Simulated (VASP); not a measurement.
# LaBRh3 with r2SCAN + rVV10: from relaxation to properties, part 5 of 5

What structure and properties does r2SCAN + rVV10 give LaBRh3, and how near are they to the measured ones? The start is a cell from a database of measured crystal structures.

VASP 6.6.1; r2SCAN with rVV10; plane waves and PAW (La, B, Rh_pv).

Still holding for the runs below: This run has no spin polarisation. Its electron count is odd, so without a moment it is a metal by construction.

So far. Step 4 (Bands along the symmetry lines (r2SCAN + rVV10)): There is no gap at this level. Step 5 (Density of states (r2SCAN + rVV10)): The finer mesh and the other smearing move the Fermi level by -0.06 eV from the 5×5×5 run, one measure of the sampling error in the zero of the bands above. Of the states within 0.3 eV of the Fermi level, the largest shares in the PAW spheres are Rh d 87 %. The rest lies in smaller channels or between the spheres. The relaxed cell has a = 4.243 Å (conventional setting).

### Step 6. Vibrations at Γ (r2SCAN + rVV10) (continued)

From OUTCAR (step 6):

```text
   k-points           NKPTS =     20   k-points in BZ     NKDIM =     20   number of bands    NBANDS=     36

   NELECT =      59.0000    total number of electrons

 E-fermi :  10.3529

 k-point     1 :       0.0000    0.0000    0.0000
  band No.  band energies     occupation
    ...
     24       9.0103      2.00000
     25       9.0130      2.00000
     26       9.7645      2.00026
     27       9.7662      2.00027
     28       9.7686      2.00029
     29      10.5220     -0.00163
     30      10.6247     -0.06630
     31      10.6251     -0.06618
     32      10.6267     -0.06566
     33      14.0497     -0.00000
    ...

  Total        0.0995268      0.1028733      0.1001916      0.0000000      0.0000000      0.0000000
  in kB        2.0875231      2.1577131      2.1014663      0.0000000      0.0000000      0.0000000
  external PRESSURE =       2.1155675 kB  Pullay stress =       0.0000000 kB

 POSITION                                       TOTAL-FORCE (eV/Angst)
 -----------------------------------------------------------------------------------
      0.00000      0.00000      0.00000         0.000000     -0.050384      0.000000
      2.12150      2.12150      2.12150         0.000000      0.010543      0.000000
      0.00000      2.10650      2.12150         0.000000      0.086496      0.000000
      2.12150      0.00000      2.12150         0.000000     -0.028008      0.000000
      2.12150      2.12150      0.00000         0.000000     -0.018647      0.000000
 -----------------------------------------------------------------------------------
    total drift:                                0.000000      0.000836     -0.000005

  FREE ENERGIE OF THE ION-ELECTRON SYSTEM (eV)
  ---------------------------------------------------
  free  energy   TOTEN  =      -112.0178079993 eV

  energy  without entropy=     -111.9985999088  energy(sigma->0) =     -112.01140530

 Eigenvectors and eigenvalues of the dynamical matrix
 ----------------------------------------------------

   1 f  =   14.247679 THz    89.520810 2PiTHz  475.251429 cm-1    58.923641 meV
             X         Y         Z           dx          dy          dz
      0.000000  0.000000  0.000000    -0.000000   -0.000000   -0.015643
      2.121501  2.121501  2.121501     0.000000    0.000000    0.933975
      0.000000  2.121501  2.121501    -0.000000   -0.000000    0.034273
      2.121501  0.000000  2.121501    -0.000000   -0.000000    0.034273
      2.121501  2.121501  0.000000     0.000000    0.000000   -0.353691

   2 f  =   14.247679 THz    89.520810 2PiTHz  475.251429 cm-1    58.923641 meV
             X         Y         Z           dx          dy          dz
      0.000000  0.000000  0.000000    -0.015636    0.000459   -0.000000
      2.121501  2.121501  2.121501     0.933573   -0.027390    0.000000
      0.000000  2.121501  2.121501    -0.353539   -0.001005    0.000000
      2.121501  0.000000  2.121501     0.034258    0.010373   -0.000000
      2.121501  2.121501  0.000000     0.034258   -0.001005   -0.000000

   3 f  =   14.247679 THz    89.520810 2PiTHz  475.251429 cm-1    58.923641 meV
             X         Y         Z           dx          dy          dz
      0.000000  0.000000  0.000000     0.000459    0.015636    0.000000
      2.121501  2.121501  2.121501    -0.027390   -0.933573    0.000000
      0.000000  2.121501  2.121501     0.010373   -0.034258    0.000000
      2.121501  0.000000  2.121501    -0.001005    0.353539    0.000000
      2.121501  2.121501  0.000000    -0.001005   -0.034258   -0.000000

   4 f  =    4.670978 THz    29.348619 2PiTHz  155.807049 cm-1    19.317603 meV
             X         Y         Z           dx          dy          dz
      0.000000  0.000000  0.000000     0.677024   -0.330291    0.019893
      2.121501  2.121501  2.121501     0.054480   -0.026579    0.001601
      0.000000  2.121501  2.121501     0.033460    0.202545   -0.012199
      2.121501  0.000000  2.121501    -0.415174   -0.016324   -0.012199
[...]
X         Y         Z           dx          dy          dz
      0.000000  0.000000  0.000000    -0.000000    0.000000    0.000000
      2.121501  2.121501  2.121501    -0.000000   -0.000000    0.000000
      0.000000  2.121501  2.121501    -0.000000    0.204868   -0.621452
      2.121501  0.000000  2.121501     0.268004   -0.000000    0.621452
      2.121501  2.121501  0.000000    -0.268004   -0.204868   -0.000000

   9 f  =    4.082690 THz    25.652299 2PiTHz  136.183886 cm-1    16.884642 meV
             X         Y         Z           dx          dy          dz
      0.000000  0.000000  0.000000    -0.000000    0.000000   -0.000000
      2.121501  2.121501  2.121501     0.000000    0.000000    0.000000
      0.000000  2.121501  2.121501     0.000000    0.665326    0.133642
      2.121501  0.000000  2.121501    -0.198698   -0.000000   -0.133642
      2.121501  2.121501  0.000000     0.198698   -0.665326   -0.000000

  10 f  =    2.761691 THz    17.352217 2PiTHz   92.120098 cm-1    11.421431 meV
             X         Y         Z           dx          dy          dz
      0.000000  0.000000  0.000000    -0.017651   -0.373572   -0.000562
      2.121501  2.121501  2.121501     0.014813    0.313518    0.000471
      0.000000  2.121501  2.121501     0.037590   -0.251962   -0.000379
      2.121501  0.000000  2.121501    -0.011905    0.795582   -0.000379
      2.121501  2.121501  0.000000    -0.011905   -0.251962    0.001196

  11 f  =    2.761691 THz    17.352217 2PiTHz   92.120098 cm-1    11.421431 meV
             X         Y         Z           dx          dy          dz
      0.000000  0.000000  0.000000    -0.354312    0.016563    0.118561
      2.121501  2.121501  2.121501     0.297354   -0.013900   -0.099501
      0.000000  2.121501  2.121501     0.754565    0.011171    0.079965
      2.121501  0.000000  2.121501    -0.238972   -0.035273    0.079965
      2.121501  2.121501  0.000000    -0.238972    0.011171   -0.252495

  12 f  =    2.761691 THz    17.352217 2PiTHz   92.120098 cm-1    11.421431 meV
             X         Y         Z           dx          dy          dz
      0.000000  0.000000  0.000000     0.118404   -0.006128    0.354698
      2.121501  2.121501  2.121501    -0.099369    0.005143   -0.297678
      0.000000  2.121501  2.121501    -0.252160   -0.004133    0.239233
      2.121501  0.000000  2.121501     0.079859    0.013050    0.239233
      2.121501  2.121501  0.000000     0.079859   -0.004133   -0.755388

  13 f/i=    0.056493 THz     0.354958 2PiTHz    1.884417 cm-1     0.233638 meV
             X         Y         Z           dx          dy          dz
      0.000000  0.000000  0.000000    -0.019054    0.024523    0.539512
      2.121501  2.121501  2.121501    -0.005631    0.007247    0.159427
      0.000000  2.121501  2.121501    -0.017243    0.021365    0.470025
      2.121501  0.000000  2.121501    -0.016600    0.022192    0.470025
      2.121501  2.121501  0.000000    -0.016600    0.021365    0.488221

  14 f/i=    0.056493 THz     0.354958 2PiTHz    1.884417 cm-1     0.233638 meV
             X         Y         Z           dx          dy          dz
      0.000000  0.000000  0.000000    -0.373772    0.389074   -0.030886
      2.121501  2.121501  2.121501    -0.110451    0.114972   -0.009127
      0.000000  2.121501  2.121501    -0.338238    0.338962   -0.026908
      2.121501  0.000000  2.121501    -0.325632    0.352085   -0.026908
      2.121501  2.121501  0.000000    -0.325632    0.338962   -0.027950

  15 f/i=    0.056493 THz     0.354958 2PiTHz    1.884417 cm-1     0.233638 meV
             X         Y         Z           dx          dy          dz
      0.000000  0.000000  0.000000     0.389832    0.374244   -0.003243
      2.121501  2.121501  2.121501     0.115196    0.110590   -0.000958
      0.000000  2.121501  2.121501     0.352771    0.326042   -0.002825
      2.121501  0.000000  2.121501     0.339623    0.338665   -0.002825
      2.121501  2.121501  0.000000     0.339623    0.326042   -0.002935

 ELASTIC MODULI CONTR FROM IONIC RELAXATION (kBar)
 Direction    XX          YY          ZZ          XY          YZ          ZX
 --------------------------------------------------------------------------------
 XX           0.0000      0.0000      0.0000      0.0000      0.0000      0.0000
 YY           0.0000      0.0000      0.0000      0.0000      0.0000      0.0000
 ZZ           0.0000      0.0000      0.0000      0.0000      0.0000      0.0000
 XY           0.0000      0.0000      0.0000      0.0000      0.0000      0.0000
 YZ           0.0000      0.0000      0.0000      0.0000      0.0000      0.0000
 ZX           0.0000      0.0000      0.0000      0.0000      0.0000      0.0000
 --------------------------------------------------------------------------------

[... 6 parts as in an earlier step ...]

[... 10 further parts left out ...]
```

CONTCAR:

```
LaBRh3
   1.00000000000000
     4.2430011694000003    0.0000000000000000    0.0000000000000000
     0.0000000000000000    4.2430011694000003    0.0000000000000000
     0.0000000000000000    0.0000000000000000    4.2430011694000003
  La              B               Rh
     1     1     3
Direct
     0.0000000000000000    0.0000000000000000    0.0000000000000000
     0.5000000000000000    0.5000000000000000    0.5000000000000000
     0.0000000000000000    0.4964647664704459    0.5000000000000000
     0.5000000000000000    0.0000000000000000    0.5000000000000000
     0.5000000000000000    0.5000000000000000    0.0000000000000000
```

The last energy, forces, stress and levels in OUTCAR belong to the last displaced cell, not to the cell of POSCAR.

This step gave:

```
bands                     : 36
irreducible k-points      : 20
pressure of the cell      : 0.2100 GPa
largest force of the cell : 0 eV/Å
```

The modes at Γ (shares of kinetic energy by element, %):

```
mode  frequency (cm⁻¹)  symmetry  La %  B %  Rh %
   1              -1.9  acoustic    29    3    68
   2              -1.9  acoustic    29    3    68
   3              -1.9  acoustic    29    3    68
   4              92.1       T1u    14   10    76
   5              92.1       T1u    14   10    76
   6              92.1       T1u    14   10    76
   7             136.2       T2u     0    0   100
   8             136.2       T2u     0    0   100
   9             136.2       T2u     0    0   100
  10             155.8       T1u    57    0    43
  11             155.8       T1u    57    0    43
  12             155.8       T1u    57    0    43
  13             475.3       T1u     0   87    13
  14             475.3       T1u     0   87    13
  15             475.3       T1u     0   87    13
```

Displacements in mode 4 (92.1 cm⁻¹), the largest set to 1:
```
La1  0.11 -0.01  0.33
B2  -0.33  0.02 -1.00
Rh3 -0.27  0.00  0.26
Rh4  0.09  0.01  0.26
Rh5  0.09  0.00 -0.82
```

Displacements in mode 10 (155.8 cm⁻¹), the largest set to 1:
```
La1  0.02 -0.02 -1.00
B2   0.01  0.00 -0.29
Rh3  0.00  0.01  0.71
Rh4 -0.01  0.00  0.71
Rh5 -0.01  0.01 -0.06
```

The three acoustic modes lie within 1.9 cm⁻¹ of zero, and all others are real. By the characters of their eigenvectors the optical modes sort into (cm⁻¹) infrared active: T1u 92, T1u 156, T1u 475; silent: T2u 136.

### Step 7. What came out

| Quantity | Value |
| --- | --- |
| relaxed volume | 15.28 Å³/atom |
| relaxed conventional cell a, b, c | 4.243, 4.243, 4.243 Å |
| space group after relaxing, within 0.02 Å | Pm-3m (No. 221) |
| band gap | none, a metal |
| DOS at the Fermi level | 4.60 states/eV/cell |
| highest zone-centre mode | 475 cm⁻¹ |

**Reading.** With r2SCAN + rVV10, LaBRh3 relaxes to 15.28 Å³/atom in space group Pm-3m (held by the symmetry of the run) and comes out as a metal. Against the listed cell the volume lies +0.1 %. Bands along the symmetry lines (r2SCAN + rVV10): Of the bands kept, 4 cross the Fermi level on this path. Vibrations at Γ (r2SCAN + rVV10): The highest mode in this list at Γ, 475.3 cm⁻¹, is mostly motion of B (87 % of the kinetic energy). Spin-orbit coupling is left out, and with elements this heavy it would split and shift bands near the Fermi level. The k-sampling is coarse for a metal, so the Fermi level, pressures and the shape of the cell carry errors. With an odd electron count and no spin the cell is a metal by construction. Modes at Γ alone can't show that the crystal is stable at other wave vectors. No search among competing phases was made, and a listed structure need not be the one stable at ambient conditions. All values are for a static lattice at zero temperature.

Computed beside measured:

| quantity | measured | r2SCAN with rVV10 |
| --- | --- | --- |
| lattice constant a (Å) | 4.252 | 4.243 (-0.2 %) |

Measured values from arxiv:0909.0460 (2009).

Verdict: The lattice constant a is off by -0.2 %: good agreement. The grades are ours: good and fair within 0.7 and 1.5 % for the lattice constant a. Zero-point motion and thermal expansion (measured at up to 300 K) are not in the computed lattice constants.

[Lines on the potential files, build, host, timing and source positions are cut from VASP's logs without a mark.]

[Logs are printed without paths, hosts, clocks, repeated set-up lines and the standing remarks that a program may print on its own settings, such as how far it seeks lower states.]

[Hosts, paths, dates, database ids (printed as entryN), source tags and the programs' standing remarks are cut or masked in the printed files.]

[A measured line is paired with the nearest computed mode of its activity, which favours agreement.]
